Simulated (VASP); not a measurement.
## AlNi in VASP: the effect of functional

The system is AlNi, a slab with vacuum.

```
Ni Al
1.0
     2.88100    0.00000    0.00000
     0.00000    2.88100    0.00000
     0.00000    0.00000   25.08350
Ni Al
4 4
Direct
  0.50000 0.50000 0.29900
  0.50000 0.50000 0.41386
  0.50000 0.50000 0.52871
  0.50000 0.50000 0.64357
  0.00000 0.00000 0.35643
  0.00000 0.00000 0.47129
  0.00000 0.00000 0.58614
  0.00000 0.00000 0.70100
```

Alike in all runs:

```yaml
Program: VASP 6.6.1
Task: work function
Cutoff: 520 eV
k_mesh: 7 × 7 × 1
Occupations: fermi-dirac, width 0.05 eV
Spin: collinear spin, ferromagnetic start
Starting_moments: "[1.0, 1.0, 1.0, 1.0, 0.0, 0.0, 0.0, 0.0] μB"
```

| functional | potentials or basis | largest force (eV/Å) | work function (eV) |
| --- | --- | --- | --- |
| LDA | VASP PAW LDA potentials, release 64 (Ni, Al) | 1.18 | 4.30 |
| PBEsol | VASP PAW PBE potentials, release 64 (Ni, Al) | 0.94 | 4.18 |
| RPBE | VASP PAW PBE potentials, release 64 (Ni, Al) | 0.94 | 4.05 |
| revPBE | VASP PAW PBE potentials, release 64 (Ni, Al) | 0.94 | 4.05 |
| BLYP | VASP PAW PBE potentials, release 64 (Ni, Al) | ? | ? |
| r2SCAN | VASP PAW PBE potentials, release 64 (Ni, Al) | 0.79 | 4.19 |

What does the run with functional BLYP give?

Largest force 1.08 eV/Å; work function 3.75 eV.

Caveats: the PAW data sets were made with another functional, which shifts forces and pressure a little (some runs).

Runs at the PBE level aren't shown here.
